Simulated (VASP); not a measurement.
**MoP (relaxed from the NiAs type structure, space group P6_3/mmc): computed properties**

The numbers are results of PBEsol GGA, VASP's PBE PAW potentials (set 64) (plane waves; VASP), not measurements.

space group: P6_3/mmc (194)
cell: a = 3.1936 Å, b = 3.1936 Å, c = 6.3969 Å, α = 90.00°, β = 90.00°, γ = 120.00°
volume per atom: 14.13 Å^3/atom
band gap (over mesh and band path): none (metal, semimetal or under 0.01 eV)
density: 7.46 g/cm³

```cif
data_Mo2P2
_chemical_formula_sum 'Mo2 P2'
_space_group_name_H-M_alt 'P63/mmc'
_space_group_IT_number 194
_space_group_name_Hall '-P 6c 2c'
_cell_length_a 3.19362
_cell_length_b 3.19362
_cell_length_c 6.39686
_cell_angle_alpha 90.000
_cell_angle_beta 90.000
_cell_angle_gamma 120.000
loop_
_atom_site_label
_atom_site_type_symbol
_atom_site_symmetry_multiplicity
_atom_site_Wyckoff_symbol
_atom_site_fract_x
_atom_site_fract_y
_atom_site_fract_z
_atom_site_occupancy
Mo1 Mo 2 a 0.00000 0.00000 0.00000 1
P1 P 2 c 0.33333 0.66667 0.25000 1
```

The structure was generated: MoP was put into the NiAs type type (P6_3/mmc), which need not be its known phase. It was relaxed first, which changed the volume by -35 %. Symmetry was kept, so distortions that lower it aren't found.
